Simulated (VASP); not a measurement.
Energy against volume of CaO (rock salt). Computed with PBE GGA with D3 dispersion (Becke-Johnson damping), VASP's PBE PAW potentials (set 64) (plane waves; VASP). Numerical set-up: 520 eV cut-off, 10×10×10 Γ-centred mesh, Gaussian smearing of 0.050 eV, potentials Ca_sv O.

| V (Å³/atom) | E (eV/atom) |
|---|---|
| 12.932 | -6.65265 |
| 13.345 | -6.66798 |
| 13.757 | -6.67301 |
| 14.170 | -6.66932 |

Question: Fit these four points and predict the energy of the run at 14.583 Å³/atom.

Answer: A cubic in V^(−2/3), the third-order Birch-Murnaghan form, passes through the four points with V0 = 13.78 Å³/atom and B0 = 112 GPa, and gives -6.6582 eV/atom there. The run gave -6.6582 eV/atom, +0.0 meV/atom from the fit; all five points give B0 = 112 GPa.

The compound is CaO in the rock salt structure. It was relaxed first.
